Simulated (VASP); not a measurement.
Crystal: Ca3ZrN3.

```
Ca Zr N
1.0
     3.04365    1.75725    3.84908
    -3.04365    1.75725    3.84908
     0.00000   -3.51451    3.84908
Ca Zr N
3 1 3
Direct
  0.50000 0.50000 0.00000
  0.00000 0.50000 0.50000
  0.50000 0.00000 0.50000
  0.00000 0.00000 0.00000
  0.50000 0.50000 0.50000
  0.74856 0.74856 0.74856
  0.25144 0.25144 0.25144
```

The cell was built by a generator and needn't be a form met in nature.

| Quantity | Value |
| --- | --- |
| Program | VASP 6.6.1 |
| Task | relaxation of cell and atoms |
| Functional | PBE |
| Potentials or basis | VASP PAW PBE potentials, release 64 (Ca_sv, Zr_sv, N) |
| Cutoff | 520 eV |
| k mesh | 3 × 3 × 3 |
| Occupations | gaussian, width 0.15 eV |
| Spin | no spin polarisation |

At the start: pressure 18.6 GPa; volume 17.65 Å³/atom.

**Question.** Where does the relaxation end?

**Answer.** Over 13 steps the energy falls by 1453.7 meV/atom and the volume is 19.75 Å³/atom (+11.9 %); space group R-3m (No. 166, to 0.05 Å).

The path:
```
step  energy change (eV)  largest force (eV/Å)  pressure (GPa)  volume (Å³)
   1              0.0000                6.4388           18.65       123.52
   2             -7.5414                3.2941          -10.35       160.85
   3             -7.9788                2.9409          -12.42       168.71
   4             -6.2354               11.3562           11.67       138.00
   5             -9.7462                0.3645           -6.54       154.38
   6             -9.7675                0.0725           -5.82       153.40
   7             -9.7698                0.2701           -5.50       152.99
   8            -10.1406                0.5264           -0.28       138.45
   9            -10.1408                0.5564           -0.10       138.09
  10            -10.1572                0.0136            0.77       137.42
  11            -10.1575                0.0572            0.63       137.33
  12            -10.1696                0.0326            0.52       137.70
  13            -10.1757                0.0167            0.06       138.23
```

Final structure:
```yaml
crystal:
  lattice:
    - [3.52597, 2.03572, 3.20968]
    - [-3.52597, 2.03572, 3.20968]
    - [0.00000, -4.07144, 3.20968]
  atoms:
    - { symbol: Ca, position: [0.50000, 0.50000, 0.00000] }
    - { symbol: Ca, position: [0.00000, 0.50000, 0.50000] }
    - { symbol: Ca, position: [0.50000, 0.00000, 0.50000] }
    - { symbol: Zr, position: [0.00000, 0.00000, 0.00000] }
    - { symbol: N, position: [0.50000, 0.50000, 0.50000] }
    - { symbol: N, position: [0.79476, 0.79476, 0.79476] }
    - { symbol: N, position: [0.20524, 0.20524, 0.20524] }
```

Caveat: the k mesh is coarse (spacing up to 0.44 Å⁻¹), so the values aren't converged.
